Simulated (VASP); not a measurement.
Consider the following.

```
TiB2
1.0
    1.51375    -2.62188     0.00000
    1.51375     2.62188     0.00000
    0.00000     0.00000     3.21568
Ti B
1 2
Direct
  0.00000   0.00000   0.00000
  0.33333   0.66667   0.50000
  0.66667   0.33333   0.50000
```

These are optB86b-vdW, VASP's PBE PAW potentials (set 64) (plane waves; VASP 6.6.1) values and carry that method's errors. Run with 520 eV cut-off, 13×13×11 Γ-centred mesh, tetrahedra with Blöchl corrections, potentials Ti_sv B.

Question: Estimate the energy per atom (σ→0), band gap (on the k-mesh) with the smallest direct gap where there is one.

Answer: 
- band gap (on the k-mesh): none (metal, semimetal or under 0.01 eV)
- energy per atom (σ→0): -6.835 eV/atom

Total energies compare only between runs with the same potentials, cut-off and functional.

The compound is TiB2 in the AlB2 type structure. It was relaxed first.
